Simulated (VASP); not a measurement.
Data:

```xyz
6
Lattice="1.6659 -2.8854 0.0000 1.6659 2.8854 0.0000 0.0000 0.0000 14.1802" Properties=species:S:1:pos:R:3 pbc="T T T"
Mo     1.6659     0.9618     3.5450
Mo     1.6659    -0.9618    10.6351
Se     1.6659     0.9618    12.3048
Se     1.6659    -0.9618     5.2147
Se     1.6659    -0.9618     1.8753
Se     1.6659     0.9618     8.9654
```

Method: PW91 GGA, VASP's PBE PAW potentials (set 64) (plane waves; VASP). Run with 520 eV cut-off, Gaussian smearing of 0.050 eV, potentials Mo_sv Se.

Without a dispersion term in the relaxation, distances and binding between the weakly bound layers, chains or molecules are unreliable, and so is what depends on them.

Q: Give the energies of bands 17 to 30 at the high-symmetry points, in eV from the valence-band maximum.

A: 
| band | Γ | M | K | A | L | H |
|---|---|---|---|---|---|---|
| 17 | -2.27 | -4.04 | -4.07 | -2.27 | -3.89 | -4.02 |
| 18 | -2.27 | -3.77 | -3.97 | -2.27 | -3.89 | -4.02 |
| 19 | -2.27 | -2.89 | -3.49 | -1.98 | -2.88 | -3.54 |
| 20 | -1.31 | -2.87 | -3.49 | -1.98 | -2.88 | -3.54 |
| 21 | -1.31 | -2.04 | -3.05 | -1.31 | -2.00 | -2.98 |
| 22 | -1.30 | -1.96 | -3.05 | -1.31 | -2.00 | -2.98 |
| 23 | -1.30 | -0.87 | -2.20 | -1.31 | -0.83 | -2.23 |
| 24 | -1.17 | -0.83 | -2.20 | -1.31 | -0.83 | -2.23 |
| 25 | -0.66 | -0.81 | -0.19 | -0.19 | -0.82 | -0.15 |
| 26 | 0.00 | -0.80 | -0.11 | -0.19 | -0.82 | -0.15 |
| 27 | 2.64 | 1.67 | 1.27 | 2.65 | 1.68 | 1.27 |
| 28 | 2.64 | 1.69 | 1.27 | 2.65 | 1.68 | 1.27 |
| 29 | 2.66 | 2.02 | 2.19 | 2.66 | 2.10 | 2.42 |
| 30 | 2.66 | 2.18 | 2.67 | 2.68 | 2.10 | 2.42 |

The gap is indirect, 1.21 eV, from the valence maximum at Γ to the conduction minimum at K-Γ at 0.44.

Measured: gap 1.09 eV (computed value off by +0.12 eV), as given by Li et al., (2013), arXiv:1302.0733.

The compound is MoSe2 in the 2H layered structure. It was relaxed first, which changed the volume by +12 %.
